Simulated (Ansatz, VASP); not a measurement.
## ScPd in VASP and in Ansatz

```
CELL_PARAMETERS angstrom
3.23082 0.00000 0.00000
0.00000 3.23082 0.00000
0.00000 0.00000 3.23082
ATOMIC_POSITIONS crystal
Sc 0.50000 0.50000 0.50000
Pd 0.00000 0.00000 0.00000
```

Alike in both runs: task single point; functional LDA; k mesh 12 × 12 × 12; occupations fermi-dirac, width 0.1 eV; no spin polarisation.

|  | VASP | Ansatz |
| --- | --- | --- |
| version | VASP 6.6.1 | Ansatz 0.2.0 |
| potentials or method | VASP PAW LDA potentials, release 64 (Sc_sv, Pd) | PAW with Ansatz's default frozen-core files, scalar-relativistic |
| plane-wave cutoff (eV) | 520 | 420 |
| valence electrons in the cell | 21 | 29 |

```tsv
	VASP	Ansatz	Ansatz less VASP
pressure (GPa)	0.5	0.0	-0.51
```

The two sets of potentials don't hold the same shells in valence. Ansatz warned: «optics_on_partly_filled_bands».
